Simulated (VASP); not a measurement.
Given:

```yaml
crystal:
  lattice:
    - [0.00000, 2.43891, 2.43891]
    - [2.43891, 0.00000, 2.43891]
    - [2.43891, 2.43891, 0.00000]
  atoms:
    - { symbol: Be, position: [0.00000, 0.00000, 0.00000] }
    - { symbol: S, position: [0.25000, 0.25000, 0.25000] }
```

Method: HSE06 screened hybrid, VASP's PBE PAW potentials (set 64) (plane waves; VASP). Run with 520 eV cut-off, 8×8×8 Γ-centred mesh, Gaussian smearing of 0.050 eV, potentials Be S.

Question: Predict the energy per atom (σ→0), pressure, band gap (over the mesh, the named points and PBE's band edges) with the smallest direct gap where there is one.

Answer: 
| Quantity | Result |
|---|---|
| band gap (over the mesh, the named points and PBE's band edges) | 4.11 eV |
| smallest direct gap (over the mesh, the named points and PBE's band edges) | 6.83 eV |
| energy per atom (σ→0) | -550.4 kJ/mol-atom |
| pressure | -1.63 GPa |

Only differences to runs with the same potentials and settings are physical.

The compound is BeS in the zinc blende structure. It was relaxed first.
